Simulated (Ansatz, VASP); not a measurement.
In3Cu in VASP and in Ansatz

```
CELL_PARAMETERS angstrom
4.49762 0.00000 0.00000
0.00000 4.49762 0.00000
0.00000 0.00000 4.49762
ATOMIC_POSITIONS crystal
In 0.00000 0.50000 0.50000
In 0.50000 0.00000 0.50000
In 0.50000 0.50000 0.00000
Cu 0.00000 0.00000 0.00000
```

Alike in both runs: functional PBE; k mesh 10 × 10 × 10; occupations gaussian, width 0.1 eV; no spin polarisation.

Ansatz relaxed the structure, and its values are those at the end. VASP's run is a single point on that final structure, the one shown.

|  | VASP | Ansatz |
| --- | --- | --- |
| version | VASP 6.6.1 | Ansatz 0.2.0 |
| potentials or method | VASP PAW PBE potentials, release 64 (In_d, Cu) | scalar-relativistic, plane waves, PAW |
| plane-wave cutoff (eV) | 520 | 420 |
| valence electrons in the cell | 50 | 58 |

```tsv
	VASP	Ansatz	Ansatz less VASP
gap on the k mesh at the Fermi level (eV)	none	none	-
pressure (GPa)	0.0	0.0	0.00
```

A gap of «none» marks a metal or a gap that the smearing closes. The two sets of potentials don't hold the same shells in valence.
